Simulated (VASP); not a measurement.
Calculation: LDA (Ceperley-Alder, Perdew-Zunger), VASP's LDA PAW potentials (set 64) (plane waves; VASP).

Input for VASP

### KPOINTS
```
Automatic mesh
0
Gamma
6 6 6
0 0 0
```

### POSCAR
```
Zn7Tc
1
    0.0000000000     3.8229100000     3.8229100000
    3.8229100000     0.0000000000     3.8229100000
    3.8229100000     3.8229100000     0.0000000000
Zn Tc
7 1
Direct
  0.5000000000   0.0000000000   0.0000000000
  0.5000000000   0.0000000000   0.5000000000
  0.0000000000   0.5000000000   0.5000000000
  0.0000000000   0.5000000000   0.0000000000
  0.5000000000   0.5000000000   0.0000000000
  0.0000000000   0.0000000000   0.5000000000
  0.5000000000   0.5000000000   0.5000000000
  0.0000000000   0.0000000000   0.0000000000
```

### INCAR
```
NELM=100   # most electronic steps
ALGO=Normal
LWAVE=.False.
ENCUT=300
SIGMA=0.1
LMAXMIX=4   # l cut-off of mixed one-centre charges
ISIF=2
SYSTEM=Zn7Tc
LCHARG=.False.
PREC=Accurate
LASPH=.True.
LREAL=.False.   # projection in real space or not
EDIFF=1E-6   # SCF stop (eV)
ISMEAR=-1
```

POTCAR, in this order: Zn Tc_pv (LDA.64 set). Program: vasp_std.

The run wrote:

File OUTCAR:
```
 ion  position               nearest neighbor table
   1  0.500  0.000  0.000-   2 2.70   5 2.70   8 2.70   2 2.70   6 2.70   7 2.70   4 2.70   5 2.70
                             7 2.70   4 2.70   6 2.70   8 2.70
   2  0.500  0.000  0.500-   1 2.70   6 2.70   7 2.70   1 2.70   5 2.70   8 2.70   3 2.70   5 2.70
                             7 2.70   3 2.70   6 2.70   8 2.70
   3  0.000  0.500  0.500-   4 2.70   6 2.70   7 2.70   4 2.70   5 2.70   8 2.70   2 2.70   6 2.70
                             8 2.70   2 2.70   5 2.70   7 2.70
   4  0.000  0.500  0.000-   3 2.70   5 2.70   8 2.70   3 2.70   6 2.70   7 2.70   1 2.70   6 2.70
                             8 2.70   1 2.70   5 2.70   7 2.70
   5  0.500  0.500  0.000-   1 2.70   4 2.70   7 2.70   2 2.70   3 2.70   7 2.70   1 2.70   2 2.70
                             8 2.70   3 2.70   4 2.70   8 2.70
   6  0.000  0.000  0.500-   2 2.70   3 2.70   8 2.70   1 2.70   4 2.70   8 2.70   3 2.70   4 2.70
                             7 2.70   1 2.70   2 2.70   7 2.70
   7  0.500  0.500  0.500-   2 2.70   3 2.70   5 2.70   1 2.70   4 2.70   5 2.70   1 2.70   2 2.70
                             6 2.70   3 2.70   4 2.70   6 2.70
   8  0.000  0.000  0.000-   1 2.70   4 2.70   6 2.70   2 2.70   3 2.70   6 2.70   3 2.70   4 2.70
                             5 2.70   1 2.70   2 2.70   5 2.70
  LATTYP: Found a face centered cubic cell.
 ALAT       =     7.6458200000
 Subroutine PRICEL returns:
 Original cell was already a primitive cell.
 Subroutine GETGRP returns: Found 48 space group operations
The static configuration has the point symmetry O_h .
The dynamic configuration has the point symmetry O_h .
 Subroutine INISYM returns: Found 48 space group operations
 Subroutine IBZKPT returns following result:
 Found     16 irreducible k-points:

 Following reciprocal coordinates:
            Coordinates               Weight
  0.000000  0.000000  0.000000      1.000000
  0.166667  0.000000  0.000000      8.000000
  0.333333  0.000000  0.000000      8.000000
  0.500000  0.000000  0.000000      4.000000
  0.166667  0.166667  0.000000      6.000000
  0.333333  0.166667  0.000000     24.000000
  0.500000  0.166667  0.000000     24.000000
 -0.333333  0.166667  0.000000     24.000000
 -0.166667  0.166667  0.000000     12.000000
  0.333333  0.333333  0.000000      6.000000
...
```

### OSZICAR
```
       N       E                     dE             d eps       ncg     rms          rms(c)
DAV:   1     0.702229466495E+03    0.70223E+03   -0.32396E+04  1968   0.180E+03
DAV:   2     0.383559757396E+02   -0.66387E+03   -0.64109E+03  1872   0.432E+02
DAV:   3    -0.256601118458E+02   -0.64016E+02   -0.62167E+02  1966   0.140E+02
DAV:   4    -0.271430160131E+02   -0.14829E+01   -0.14719E+01  2022   0.232E+01
DAV:   5    -0.271558367779E+02   -0.12821E-01   -0.12812E-01  2016   0.169E+00    0.136E+01
DAV:   6    -0.257341253171E+02    0.14217E+01   -0.66473E+00  2148   0.343E+01    0.104E+01
DAV:   7    -0.255614839080E+02    0.17264E+00   -0.21763E+00  2148   0.125E+01    0.480E+00
DAV:   8    -0.253147012978E+02    0.24678E+00   -0.45332E-01  2130   0.579E+00    0.240E+00
DAV:   9    -0.252978280265E+02    0.16873E-01   -0.79611E-02  1926   0.201E+00    0.579E-01
DAV:  10    -0.252969235695E+02    0.90446E-03   -0.14614E-02  2106   0.258E+00    0.249E-01
DAV:  11    -0.252964635489E+02    0.46002E-03   -0.21564E-03  1982   0.118E+00    0.664E-02
DAV:  12    -0.252964242717E+02    0.39277E-04   -0.58437E-04  2550   0.441E-01    0.207E-02
DAV:  13    -0.252964466585E+02   -0.22387E-04   -0.23766E-04  1882   0.143E-01    0.174E-02
DAV:  14    -0.252964460373E+02    0.62121E-06   -0.12300E-05  1666   0.374E-02    0.575E-03
DAV:  15    -0.252964458675E+02    0.16982E-06   -0.25074E-06  1752   0.591E-02
   1 F= -.25296446E+02 E0= -.25263196E+02  d E =-.665003E-01
```

OUTCAR:
```
------------------------ aborting loop because EDIFF is reached ----------------------------------------
  FORCE on cell =-STRESS in cart. coord.  units (eV):
  Direction    XX          YY          ZZ          XY          YZ          ZX
  --------------------------------------------------------------------------------------
  Total       -4.2289352     -4.2289352     -4.2289352      0.0000000      0.0000000     -0.0000000
  in kB      -60.6358389    -60.6358389    -60.6358389      0.0000000      0.0000000     -0.0000000
  external PRESSURE =     -60.6358389 kB  Pullay stress =       0.0000000 kB
  volume of cell :      111.74
      direct lattice vectors                 reciprocal lattice vectors
     0.000000000  3.822910000  3.822910000    -0.130790419  0.130790419  0.130790419
     3.822910000  0.000000000  3.822910000     0.130790419 -0.130790419  0.130790419
     3.822910000  3.822910000  0.000000000     0.130790419  0.130790419 -0.130790419
 POSITION                                       TOTAL-FORCE (eV/Angst)
 -----------------------------------------------------------------------------------
      0.00000      1.91145      1.91145         0.000000      0.000000      0.000000
      1.91145      3.82291      1.91145         0.000000     -0.000000     -0.000000
      3.82291      1.91145      1.91145         0.000000     -0.000000      0.000000
      1.91145      0.00000      1.91145         0.000000      0.000000     -0.000000
      1.91145      1.91145      3.82291         0.000000      0.000000      0.000000
      1.91145      1.91145      0.00000        -0.000000      0.000000      0.000000
      3.82291      3.82291      3.82291        -0.000000     -0.000000      0.000000
      0.00000      0.00000      0.00000         0.000000     -0.000000      0.000000
 -----------------------------------------------------------------------------------
    total drift:                                0.000000      0.000000      0.000000
  FREE ENERGIE OF THE ION-ELECTRON SYSTEM (eV)
  ---------------------------------------------------
  free  energy   TOTEN  =       -25.2964458675 eV

  energy  without entropy=      -25.2299455261  energy(sigma->0) =      -25.26319570
```
(Selected blocks of OUTCAR.)

**OUTCAR**
```
 val. band max:        4.5254130748   @ k =   0.5000   0.3333   0.1667

 cond. band min:       4.6407195122   @ k =  -0.3333   0.1667   0.0000


 Fermi energy:         4.5634988359

 k-point     1 :       0.0000    0.0000    0.0000
  band No.  band energies     occupation
      1     -33.8220      2.00000
      2     -33.8220      2.00000
      3     -33.8220      2.00000
      4      -6.1391      2.00000
      5      -4.1410      2.00000
      6      -4.1410      2.00000
      7      -4.1410      2.00000
      8      -4.0948      2.00000
      9      -3.9898      2.00000
     10      -3.9898      2.00000
     11      -3.7851      2.00000
     12      -3.7851      2.00000
     13      -3.7851      2.00000
     14      -3.7802      2.00000
     15      -3.3093      2.00000
     16      -3.3093      2.00000
     17      -3.3093      2.00000
     18      -3.1872      2.00000
     19      -3.1872      2.00000
     20      -3.1872      2.00000
     21      -3.0944      2.00000
     22      -3.0944      2.00000
     23      -2.9299      2.00000
     24      -2.9299      2.00000
     25      -2.9299      2.00000
     26      -2.6467      2.00000
     27      -2.6467      2.00000
     28      -2.5409      2.00000
     29      -2.5409      2.00000
     30      -2.5102      2.00000
     31      -2.5102      2.00000
     32      -2.5102      2.00000
     33      -2.4198      2.00000
     34      -2.4198      2.00000
     35      -2.4198      2.00000
     36      -2.3961      2.00000
     37      -2.3150      2.00000
     38      -2.3150      2.00000
     39      -2.3150      2.00000
     40       1.3370      2.00000
     41       1.7602      2.00000
     42       1.7602      2.00000
     43       1.7602      2.00000
     44       1.8259      2.00000
     45       1.8259      2.00000
     46       1.8259      2.00000
     47       3.1447      2.00000
     48       3.1447      2.00000
     49       4.1235      1.97574
     50       4.1235      1.97574
     51       4.1235      1.97574
...
```

At this cut-off the stress carries a Pulay error, which pulls relaxed volumes low.

The structure comes from a computed database's Zn7Tc entry (Fm-3m); how it stands against other phases isn't given here. The cell was not relaxed at this level. The run is one of a series of settings (GGA removed, POTCAR Zn Tc_pv (LDA.64 set) against the base run), some of them coarse on purpose. The electron count is odd and the run is not spin-polarised, which forces a metal.
